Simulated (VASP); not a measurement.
Consider the following.

```
CELL_PARAMETERS angstrom
      3.19075     0.00000     0.00000
      0.00000     3.19075     0.00000
      0.00000     0.00000    15.90418
ATOMIC_POSITIONS crystal
  Ni 0.50000 0.00000 0.55986
  Ni 0.00000 0.50000 0.44014
  O  0.00000 0.00000 0.50000
  O  0.50000 0.50000 0.50000
```
Starting moments (μB, in the order of the record's atoms Ni Ni O O): 2.0 2.0 0.0 0.0.

The numbers are results of PBE GGA, VASP's PBE PAW potentials (set 64) (plane waves; VASP), not measurements. Run with 400 eV cut-off, 5×5×1 Γ-centred mesh, Fermi-Dirac smearing of 0.14 eV, potentials Ni O.

The cell holds a wide vacuum, so values per volume refer to the whole cell. The moments were started parallel, and other spin orders were not tried in this run.

Question: Estimate the cell moment, energy per atom (σ→0), largest force, band gap (on the k-mesh) with the smallest direct gap where there is one.

Answer: 
| Quantity | Result |
|---|---|
| band gap (on the k-mesh) | none (metal, semimetal or under 0.01 eV) |
| cell moment | 0.00 μB |
| energy per atom (σ→0) | -4.917 eV/atom |
| largest force | 0.668 eV/Å |

Only differences to runs with the same potentials and settings are physical.

The cell is a sheet with vacuum, built from a generated structure.
